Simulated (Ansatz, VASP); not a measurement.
# AgB2 in VASP and in Ansatz

```
CELL_PARAMETERS angstrom
3.02305 0.00000 0.00000
-1.51153 2.61804 0.00000
0.00000 0.00000 4.05891
ATOMIC_POSITIONS crystal
Ag 0.00000 0.00000 0.00000
B 0.33333 0.66667 0.50000
B 0.66667 0.33333 0.50000
```

Alike in both runs: functional PBE; k mesh 6 × 6 × 6; occupations gaussian, width 0.1 eV; no spin polarisation.

Ansatz relaxed the structure, and its values are those at the end. VASP's run is a single point on that final structure, the one shown.

|  | VASP | Ansatz |
| --- | --- | --- |
| version | VASP 6.6.1 | Ansatz 0.2.0 |
| potentials or method | VASP PAW PBE potentials, release 64 (Ag, B) | scalar-relativistic, plane waves, PAW |
| plane-wave cutoff (eV) | 520 | 420 |
| valence electrons in the cell | 17 | 25 |

```csv
,VASP,Ansatz,Ansatz less VASP
gap on the k mesh at the Fermi level (eV),none,none,-
pressure (GPa),-0.1,0.0,+0.08
```

A gap of «none» marks a metal or a gap that the smearing closes. The two sets of potentials don't hold the same shells in valence.

Caveats: the k mesh is coarse (spacing up to 0.40 Å⁻¹), so the values aren't converged.
